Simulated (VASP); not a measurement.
Energy against volume of Li2Se (antifluorite). All values below come from PBE GGA with D3 dispersion (zero damping), VASP's PBE PAW potentials (set 64) (plane waves; VASP). Settings: 520 eV cut-off, 7×7×7 Γ-centred mesh, Gaussian smearing of 0.050 eV, potentials Li_sv Se.

| V (Å³/atom) | E (eV/atom) |
|---|---|
| 15.962 | -3.89463 |
| 16.472 | -3.90093 |
| 16.981 | -3.90287 |
| 17.491 | -3.90113 |

**Question.** Fit these four points and predict the energy of the run at 18.000 Å³/atom.

**Answer.** A cubic in V^(−2/3), the third-order Birch-Murnaghan form, passes through the four points with V0 = 16.98 Å³/atom and B0 = 38 GPa, and gives -3.8963 eV/atom there. The run gave -3.8962 eV/atom, +0.1 meV/atom from the fit; all five points give B0 = 39 GPa.

The compound is Li2Se in the antifluorite structure. It was relaxed first, which changed the volume by -6 %.
